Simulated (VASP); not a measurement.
# Cl on Al(100): which site?, part 3 of 6

Where does Cl sit on Al(100), and how strongly does it bind?

VASP 6.6.1, plane waves and PAW; the level of theory is named at each step.

So far. Step 3 (The bulk reference, job self-consistent run, k-mesh …): The run ends at a pressure of 0.03 GPa. Step 4 (Surface relaxation): The run ended after 7 ionic steps, 0.056 eV below its first step, once the forces on the free atoms met EDIFFG = -0.03.

### Step 5. Vacuum level and density of states

Level of this step: RPBE; plane waves and PAW (Al) (VASP).

A static run writes the electrostatic potential without exchange and correlation (LVHAR), which is flat in the vacuum and gives the level to count from. The dipole correction cancels the field that unlike faces would set up across the vacuum.

Contents of INCAR:

```
SYSTEM = Al
PREC = Normal
ENCUT = 320
EDIFF = 1E-06
NELM = 120
ISMEAR = 1
SIGMA = 0.15
LREAL = Auto
ALGO = Fast
GGA = RP
NBANDS = 40
LORBIT = 11
LWAVE = .FALSE.
LCHARG = .FALSE.
KPAR = 2
NCORE = 2
IDIPOL = 3
LDIPOL = .TRUE.
DIPOL = 0.5 0.5 0.499
LVHAR = .TRUE.
LVACPOTAV = .TRUE.
NEDOS = 1500
```

Contents of POSCAR:

```
Al
1.0
    5.7425174396      0.0000000000      0.0000000000
    0.0000000000      5.7425174396      0.0000000000
    0.0000000000      0.0000000000     21.0908595339
Al
16
Selective dynamics
Direct
    0.2500000000      0.2500000000      0.3556042800  F F F
    0.7500000000      0.2500000000      0.3556042800  F F F
    0.2500000000      0.7500000000      0.3556042800  F F F
    0.7500000000      0.7500000000      0.3556042800  F F F
    0.0000000000      0.0000000000      0.4518680900  F F F
    0.5000000000      0.0000000000      0.4518680900  F F F
    0.0000000000      0.5000000000      0.4518680900  F F F
    0.5000000000      0.5000000000      0.4518680900  F F F
    0.2500000000      0.2500000000      0.5440875562  T T T
    0.7500000000      0.2500000000      0.5440875562  T T T
    0.2500000000      0.7500000000      0.5440875562  T T T
    0.7500000000      0.7500000000      0.5440875562  T T T
    0.0000000000      0.0000000000      0.6428714402  T T T
    0.5000000000      0.0000000000      0.6428714402  T T T
    0.0000000000      0.5000000000      0.6428714402  T T T
    0.5000000000      0.5000000000      0.6428714402  T T T
```

Contents of KPOINTS:

```
Automatic mesh
0
Gamma
4 4 1
0 0 0
```

The projector-augmented-wave data sets are Al (PBE family, release 64).

On the command line:

```
$ mpirun -np 4 vasp_std
```

What it wrote:

```text
[... set-up lines as in an earlier step ...]
 entering main loop
       N       E                     dE             d eps       ncg     rms          rms(c)
DAV:   1     0.109232483549E+03    0.10923E+03   -0.11060E+04   480   0.587E+02
DAV:   2    -0.468560032150E+02   -0.15609E+03   -0.14589E+03   640   0.125E+02
DAV:   3    -0.546157626297E+02   -0.77598E+01   -0.75151E+01   624   0.267E+01
DAV:   4    -0.549251741902E+02   -0.30941E+00   -0.30853E+00   736   0.635E+00
DAV:   5    -0.549368448524E+02   -0.11671E-01   -0.11669E-01   736   0.117E+00    0.737E+00
RMM:   6    -0.527750145872E+02    0.21618E+01   -0.41224E+00   499   0.215E+00    0.417E+00
RMM:   7    -0.526757509967E+02    0.99264E-01   -0.81512E-01   557   0.189E+00    0.196E+00
RMM:   8    -0.528143698381E+02   -0.13862E+00   -0.32527E-01   643   0.108E+00    0.165E+00
RMM:   9    -0.524521290241E+02    0.36224E+00   -0.14505E-01   617   0.806E-01    0.375E-01
RMM:  10    -0.524436596008E+02    0.84694E-02   -0.63660E-02   582   0.528E-01    0.176E-01
RMM:  11    -0.524387379046E+02    0.49217E-02   -0.89614E-03   591   0.270E-01    0.912E-02
RMM:  12    -0.524344670372E+02    0.42709E-02   -0.11371E-02   586   0.217E-01    0.457E-02
RMM:  13    -0.524339854500E+02    0.48159E-03   -0.12982E-03   644   0.108E-01    0.395E-02
RMM:  14    -0.524337417022E+02    0.24375E-03   -0.49419E-04   604   0.678E-02    0.185E-02
RMM:  15    -0.524338698460E+02   -0.12814E-03   -0.34829E-04   586   0.475E-02    0.892E-03
RMM:  16    -0.524339792003E+02   -0.10935E-03   -0.11520E-04   582   0.290E-02    0.780E-03
RMM:  17    -0.524342891700E+02   -0.30997E-03   -0.81800E-05   588   0.210E-02    0.579E-03
RMM:  18    -0.524343993461E+02   -0.11018E-03   -0.98525E-06   492   0.101E-02    0.654E-03
RMM:  19    -0.524346191051E+02   -0.21976E-03   -0.41603E-05   517   0.940E-03    0.148E-03
RMM:  20    -0.524346416229E+02   -0.22518E-04   -0.21487E-06   396   0.447E-03    0.113E-03
RMM:  21    -0.524346541045E+02   -0.12482E-04   -0.18974E-06   368   0.349E-03    0.159E-03
RMM:  22    -0.524346552008E+02   -0.10963E-05   -0.28403E-07   279   0.223E-03    0.171E-03
RMM:  23    -0.524346553783E+02   -0.17749E-06   -0.87015E-08   212   0.163E-03
 -----------------------------------------------------------------------------
|                                                                             |
|           W    W    AA    RRRRR   N    N  II  N    N   GGGG   !!!           |
|           W    W   A  A   R    R  NN   N  II  NN   N  G    G  !!!           |
|           W    W  A    A  R    R  N N  N  II  N N  N  G       !!!           |
|           W WW W  AAAAAA  RRRRR   N  N N  II  N  N N  G  GGG   !            |
|           WW  WW  A    A  R   R   N   NN  II  N   NN  G    G                |
|           W    W  A    A  R    R  N    N  II  N    N   GGGG   !!!           |
|                                                                             |
|     Did not find any points to average over, which means that no vacuum     |
|     field-free region was found. Please increase the size of  your cell     |
|     in the dimension of the dipole correction to obtain accurate            |
|     workfunction values.                                                    |
|                                                                             |
 -----------------------------------------------------------------------------

   1 F= -.52434655E+02 E0= -.52431444E+02  d E =-.963552E-02
```

Elapsed: 57 s, on 4 MPI ranks of AMD EPYC 7R43, shared host; peak memory 0.62 GiB.

From OUTCAR (step 5):

```text
   NELECT =      48.0000    total number of electrons

 dipolmoment           0.000000      0.000000     -0.002778 electrons x Angstroem

 E-fermi :   0.6016

 k-point     1 :       0.0000    0.0000    0.0000
  band No.  band energies     occupation
    ...
     23      -0.5622      2.00000
     24       0.6163      0.83424
     25       0.6163      0.83424
     26       0.6335      0.64892
     27       0.6335      0.64892
     28       0.9003     -0.01643
     29       0.9404     -0.00635
     30       1.3340     -0.00000
     31       1.3340     -0.00000
     32       2.0926     -0.00000
    ...

  Total       -4.2647372     -4.2647372      0.7850200      0.0000000      0.0000000      0.0000000
  in kB       -9.8243525     -9.8243525      1.8083911      0.0000000      0.0000000      0.0000000
  external PRESSURE =      -5.9467713 kB  Pullay stress =       0.0000000 kB

 POSITION                                       TOTAL-FORCE (eV/Angst)
 -----------------------------------------------------------------------------------
      1.43563      1.43563      7.50000        -0.000000     -0.000000     -0.101240
      4.30689      1.43563      7.50000        -0.000000     -0.000000     -0.101240
      1.43563      4.30689      7.50000         0.000000      0.000000     -0.101240
      4.30689      4.30689      7.50000         0.000000      0.000000     -0.101240
      0.00000      0.00000      9.53029        -0.000000      0.000000      0.080854
      2.87126      0.00000      9.53029        -0.000000      0.000000      0.080854
      0.00000      2.87126      9.53029        -0.000000     -0.000000      0.080854
      2.87126      2.87126      9.53029        -0.000000     -0.000000      0.080854
      1.43563      1.43563     11.47527         0.000000      0.000000      0.029450
      4.30689      1.43563     11.47527         0.000000      0.000000      0.029450
      1.43563      4.30689     11.47527         0.000000     -0.000000      0.029450
      4.30689      4.30689     11.47527         0.000000     -0.000000      0.029450
      0.00000      0.00000     13.55871        -0.000000     -0.000000     -0.009064
      2.87126      0.00000     13.55871        -0.000000     -0.000000     -0.009064
      0.00000      2.87126     13.55871        -0.000000      0.000000     -0.009064
      2.87126      2.87126     13.55871        -0.000000      0.000000     -0.009064
 -----------------------------------------------------------------------------------
    total drift:                               -0.000000     -0.000000     -0.033523

  FREE ENERGIE OF THE ION-ELECTRON SYSTEM (eV)
  ---------------------------------------------------
  free  energy   TOTEN  =       -52.4346553783 eV

  energy  without entropy=      -52.4250198549  energy(sigma->0) =      -52.43144354

 vacuum level on the upper side and lower side of the slab         4.694         4.710

[... 8 parts as in an earlier step ...]

[... 9 further parts left out ...]
```

This step gave:

```yaml
electronic_cycles: 23
energy_at_zero_smearing: -52.4314 eV
fermi_energy: 0.6016 eV
dipole_moment: 0, 0, -0.002778 e·Å
vacuum_levels: 4.694, 4.71 eV
work_functions_of_the_upper_and_lower_face: 4.092, 4.108 eV
```

The planar average of the electrostatic potential oscillates, so the rows of the table below give means over windows of 1 Å about each position, cut where the curve ends. Its maxima inside the range that stand out by 2 % of the span (Å: eV): 8.5: -2.11, 10.5: -2.46, 12.5: -1.75. Its minima: 7.5: -15.1, 9.6: -15.3, 11.4: -15.2, 13.5: -15.1.

Zero at the Fermi level. Planar average of the electrostatic potential against height; means over each step:

| height (Å) | planar average of the electrostatic potential (eV) |
| --- | --- |
| 0 | 4.11 |
| 1 | 4.11 |
| 2 | 4.11 |
| 3 | 4.11 |
| 4 | 4.10 |
| 5 | 3.98 |
| 6 | 2.68 |
| 7 | -7.33 |
| 8 | -7.99 |
| 9 | -7.71 |
| 10 | -8.51 |
| 11 | -8.44 |
| 12 | -7.69 |
| 13 | -7.12 |
| 14 | -8.22 |
| 15 | 2.47 |
| 16 | 3.95 |
| 17 | 4.08 |
| 18 | 4.09 |
| 19 | 4.09 |
| 20 | 4.09 |

Density of states in the PAW spheres, an atom over height of the layer and energy from the Fermi level.

Values in states/eV, 22 rows by 4 columns, each cell a mean:
```
 0.154  0.112  0.122  0.153
 0.091  0.057  0.057  0.093
 0.102  0.080  0.078  0.104
 0.147  0.185  0.178  0.140
 0.055  0.048  0.050  0.055
 0.138  0.080  0.085  0.137
 0.112  0.090  0.090  0.115
 0.151  0.089  0.098  0.154
 0.105  0.114  0.110  0.106
 0.044  0.038  0.038  0.044
 0.107  0.126  0.122  0.105
 0.093  0.135  0.131  0.090
 0.101  0.052  0.058  0.105
 0.098  0.053  0.058  0.103
 0.041  0.071  0.066  0.040
 0.055  0.046  0.049  0.055
 0.104  0.122  0.117  0.104
 0.058  0.067  0.068  0.056
 0.090  0.048  0.053  0.094
 0.067  0.095  0.092  0.064
-0.001 -0.003 -0.003 -0.001
 0.081  0.107  0.107  0.079
```
Columns: height of the layer (Å) from 7.5 to 13.6; rows upwards: energy from the Fermi level (eV) from -7.9 to 0.5.

Force by atom:

| atom | x (eV/Å) | y (eV/Å) | z (eV/Å) | size |
| --- | --- | --- | --- | --- |
| Al1 | 0.000 | 0.000 | -0.101 | 0.101 |
| Al2 | 0.000 | 0.000 | -0.101 | 0.101 |
| Al3 | 0.000 | 0.000 | -0.101 | 0.101 |
| Al4 | 0.000 | 0.000 | -0.101 | 0.101 |
| Al5 | 0.000 | 0.000 | 0.081 | 0.081 |
| Al6 | 0.000 | 0.000 | 0.081 | 0.081 |
| Al7 | 0.000 | 0.000 | 0.081 | 0.081 |
| Al8 | 0.000 | 0.000 | 0.081 | 0.081 |
| Al9 | 0.000 | 0.000 | 0.029 | 0.029 |
| Al10 | 0.000 | 0.000 | 0.029 | 0.029 |
| Al11 | 0.000 | 0.000 | 0.029 | 0.029 |
| Al12 | 0.000 | 0.000 | 0.029 | 0.029 |
| Al13 | 0.000 | 0.000 | -0.009 | 0.009 |
| Al14 | 0.000 | 0.000 | -0.009 | 0.009 |
| Al15 | 0.000 | 0.000 | -0.009 | 0.009 |
| Al16 | 0.000 | 0.000 | -0.009 | 0.009 |

The map of layer states is cut here 0.5 eV above the Fermi level, so it leaves out the states above that.

The vacuum level lies 4.09 eV above the Fermi level at the upper face; both faces agree, as the slab has next to no dipole.

The program found no field-free point at its default tolerance, but its printed level agrees with the flat part of the planar average.

On this mesh the fine structure of the density of states is sampling noise, and high empty states may be cut by the number of bands.

### Step 6. Relaxing the atoms

This step: RPBE; plane waves and PAW (Cl) (VASP 6.6.1).

System of this step: Cl2. The cell holds 2 atoms: 2 Cl. Cell: a = 11.000 Å, b = 11.500 Å, c = 14.000 Å, α = 90.0°, β = 90.0°, γ = 90.0°. Vacuum lies along a, b and c.

The reference for Cl is the Cl2 molecule, relaxed in a box at the cutoff of the large cell.

Contents of INCAR:

```
SYSTEM = Cl
PREC = Normal
ENCUT = 320
EDIFF = 1E-05
NELM = 120
ISMEAR = 0
SIGMA = 0.01
LREAL = .FALSE.
ALGO = Fast
GGA = RP
NBANDS = 13
LORBIT = 11
LWAVE = .FALSE.
LCHARG = .FALSE.
NCORE = 4
IBRION = 2
NSW = 20
ISIF = 2
EDIFFG = -0.03
POTIM = 0.4
MAXMIX = 40
ISYM = 0
```

Contents of POSCAR:

```
Cl
1.0
   11.0000000000      0.0000000000      0.0000000000
    0.0000000000     11.5000000000      0.0000000000
    0.0000000000      0.0000000000     14.0000000000
Cl
2
Direct
    0.5000000000      0.5000000000      0.4289285700
    0.5000000000      0.5000000000      0.5710714300
```

Contents of KPOINTS:

```
Automatic mesh
0
Gamma
1 1 1
0 0 0
```

The projector-augmented-wave data sets are Cl (PBE family, release 64).

On the command line:

```
$ mpirun -np 4 vasp_gam
```

What it wrote:

```text
[banner, memory and clock lines left out]
running    4 mpi-ranks, on    1 nodes
 distrk:  each k-point on    4 cores,    1 groups
 distr:  one band on    4 cores,    1 groups

 POSCAR found type information on POSCAR Cl
 POSCAR found :  1 types and       2 ions
 [... a notice as in an earlier step ...]

 LDA part: xc-table for (Slater+PW92), standard interpolation
 POSCAR, INCAR and KPOINTS ok, starting setup
 FFT: planning ... GRIDC
 FFT: planning ... GRID_SOFT
 FFT: planning ... GRID
 WAVECAR not read
 entering main loop
       N       E                     dE             d eps       ncg     rms          rms(c)
DAV:   1     0.132001622485E+03    0.13200E+03   -0.24603E+03    34   0.406E+02
DAV:   2     0.300616624189E+02   -0.10194E+03   -0.10102E+03    52   0.727E+01
DAV:   3    -0.154876200632E+01   -0.31610E+02   -0.31548E+02    36   0.689E+01
DAV:   4    -0.363508388530E+01   -0.20863E+01   -0.20851E+01    36   0.217E+01
DAV:   5    -0.366488136114E+01   -0.29797E-01   -0.29797E-01    39   0.254E+00    0.111E+01
RMM:   6    -0.344991673420E+01    0.21496E+00   -0.12415E-01    26   0.224E+00    0.681E+00
RMM:   7    -0.336987392676E+01    0.80043E-01   -0.33018E-01    26   0.374E+00    0.422E-01
RMM:   8    -0.336891359969E+01    0.96033E-03   -0.36871E-02    26   0.149E+00    0.147E-01
RMM:   9    -0.336949888579E+01   -0.58529E-03   -0.66991E-03    27   0.548E-01    0.104E-01
RMM:  10    -0.337050492551E+01   -0.10060E-02   -0.97091E-04    28   0.196E-01    0.451E-02
RMM:  11    -0.337137110137E+01   -0.86618E-03   -0.18828E-04    26   0.949E-02    0.173E-02
RMM:  12    -0.337207532264E+01   -0.70422E-03   -0.82065E-05    25   0.536E-02    0.686E-03
RMM:  13    -0.337261637213E+01   -0.54105E-03   -0.86338E-05    24   0.433E-02    0.164E-02
RMM:  14    -0.337313678118E+01   -0.52041E-03   -0.93639E-05    24   0.451E-02    0.109E-02
RMM:  15    -0.337316804203E+01   -0.31261E-04   -0.26467E-05    23   0.221E-02    0.780E-03
RMM:  16    -0.337323613562E+01   -0.68094E-04   -0.79260E-06    19   0.151E-02    0.340E-03
RMM:  17    -0.337323643894E+01   -0.30332E-06   -0.11727E-06    17   0.684E-03
   1 F= -.33732364E+01 E0= -.33732364E+01  d E =-.337324E+01
 curvature:   0.00 expect dE= 0.000E+00 dE for cont linesearch  0.000E+00
 trial: gam= 0.00000 g(F)=  0.325E-02 g(S)=  0.000E+00 ort = 0.000E+00 (trialstep = 0.100E+01)
 search vector abs. value=  0.325E-02
 bond charge predicted
       N       E                     dE             d eps       ncg     rms          rms(c)
DAV:   1    -0.337334219694E+01   -0.10606E-03   -0.27616E-01    26   0.262E+00    0.796E-01
RMM:   2    -0.337340122735E+01   -0.59030E-04   -0.10594E-02    26   0.715E-01    0.367E-01
RMM:   3    -0.337252963036E+01    0.87160E-03   -0.23833E-03    26   0.344E-01    0.137E-01
RMM:   4    -0.337203859689E+01    0.49103E-03   -0.73715E-04    26   0.173E-01    0.136E-01
RMM:   5    -0.337407485511E+01   -0.20363E-02   -0.63215E-04    26   0.142E-01    0.157E-01
RMM:   6    -0.337404234950E+01    0.32506E-04   -0.28397E-04    26   0.968E-02    0.810E-02
RMM:   7    -0.337415133833E+01   -0.10899E-03   -0.70414E-04    26   0.136E-01    0.424E-02
RMM:   8    -0.337418488009E+01   -0.33542E-04   -0.65148E-05    25   0.611E-02    0.215E-02
RMM:   9    -0.337419015597E+01   -0.52759E-05   -0.94305E-06    19   0.227E-02
   2 F= -.33741902E+01 E0= -.33741902E+01  d E =-.953717E-03
 trial-energy change:   -0.000954  1 .order   -0.000884   -0.003252    0.001483
 step:   0.7051(harm=  0.6868)  dis= 0.00559  next Energy=    -3.374407 (dE=-0.117E-02)
 bond charge predicted
       N       E                     dE             d eps       ncg     rms          rms(c)
DAV:   1    -0.337432437803E+01   -0.13950E-03   -0.24081E-02    26   0.773E-01    0.236E-01
RMM:   2    -0.337438597344E+01   -0.61595E-04   -0.60644E-04    26   0.183E-01    0.430E-02
RMM:   3    -0.337437984412E+01    0.61293E-05   -0.82679E-05    23   0.680E-02
   3 F= -.33743798E+01 E0= -.33743798E+01  d E =-.114341E-02
 curvature:  -0.34 expect dE=-0.785E-06 dE for cont linesearch -0.784E-06
 trial: gam=-0.02584 g(F)=  0.229E-05 g(S)=  0.000E+00 ort = 0.863E-04 (trialstep = 0.941E+00)
 search vector abs. value=  0.316E-08
 reached required accuracy - stopping structural energy minimisation
```

It took 18 s on 4 MPI ranks; peak memory 0.65 GiB.

OUTCAR, selected parts (step 6):

```text
   k-points           NKPTS =      1   k-points in BZ     NKDIM =      1   number of bands    NBANDS=     13

   ENCUT  =  320.0 eV  23.52 Ry    4.85 a.u.  16.04 16.77 20.42*2*pi/ulx,y,z

   NELECT =      14.0000    total number of electrons

 E-fermi :  -6.9955

 k-point     1 :       0.0000    0.0000    0.0000
  band No.  band energies     occupation
    ...
      3     -11.7313      2.00000
      4      -9.6842      2.00000
      5      -9.6840      2.00000
      6      -7.0729      2.00000
      7      -7.0728      2.00000
      8      -4.0796      0.00000
      9      -0.3990      0.00000
     10       0.5050      0.00000
     11       0.5161      0.00000
     12       0.8257      0.00000
    ...

  Total       -0.0447563     -0.0366080     -0.0476582     -0.0000296      0.0000756     -0.0001348
  in kB       -0.0404898     -0.0331183     -0.0431151     -0.0000268      0.0000684     -0.0001219
  external PRESSURE =      -0.0389078 kB  Pullay stress =       0.0000000 kB

 POSITION                                       TOTAL-FORCE (eV/Angst)
 -----------------------------------------------------------------------------------
      5.50000      5.75000      5.99941         0.000121     -0.000066     -0.005449
      5.50000      5.75000      8.00059        -0.000121      0.000066      0.005449
 -----------------------------------------------------------------------------------
    total drift:                               -0.000053     -0.000003     -0.000001

  FREE ENERGIE OF THE ION-ELECTRON SYSTEM (eV)
  ---------------------------------------------------
  free  energy   TOTEN  =        -3.3743798441 eV

  energy  without entropy=       -3.3743798441  energy(sigma->0) =       -3.37437984

[... 1 part as in an earlier step ...]

[... 7 further parts left out ...]
```

CONTCAR:

```
Cl
   1.00000000000000
    11.0000000000000000    0.0000000000000000    0.0000000000000000
     0.0000000000000000   11.5000000000000000    0.0000000000000000
     0.0000000000000000    0.0000000000000000   14.0000000000000000
  Cl
     2
Direct
     0.5000001100240919    0.4999999432700294    0.4285296368300868
     0.4999998899759081    0.5000000567299706    0.5714703631699132
```

The steps of the relaxation:

| step | energy less that of the first step (eV) | largest force (eV/Å) |
| --- | --- | --- |
| 1 | 0.0000 | 0.2053 |
| 2 | -0.0010 | 0.0936 |
| 3 | -0.0011 | 0.0055 |

The relaxed structure:

```
Cl
1.0
    11.00000    0.00000    0.00000
     0.00000   11.50000    0.00000
     0.00000    0.00000   14.00000
Cl
2
Direct
  0.50000 0.50000 0.42853
  0.50000 0.50000 0.57147
```

This step gave:

```
electronic cycles                                     : 29
electrons                                             : 14
free energy (TOTEN)                                   : -3.374 eV
gap between the highest filled and lowest empty level : 2.993 eV
```

The run ended after 3 ionic steps, 0.001 eV below its first step, once the forces on the free atoms met EDIFFG = -0.03.

Energy at zero smearing: -3.37438 eV.

[end of part 3 of 6]

[Lines on the potential files, build, host, timing and source positions are cut from VASP's logs without a mark.]

[Logs are printed without paths, hosts, clocks, repeated set-up lines and the standing remarks that a program may print on its own settings, such as how far it seeks lower states.]

[Hosts, paths, dates, database ids (printed as entryN), source tags and the programs' standing remarks are cut or masked in the printed files.]

[Runs that stopped without an error message from VASP are left out.]
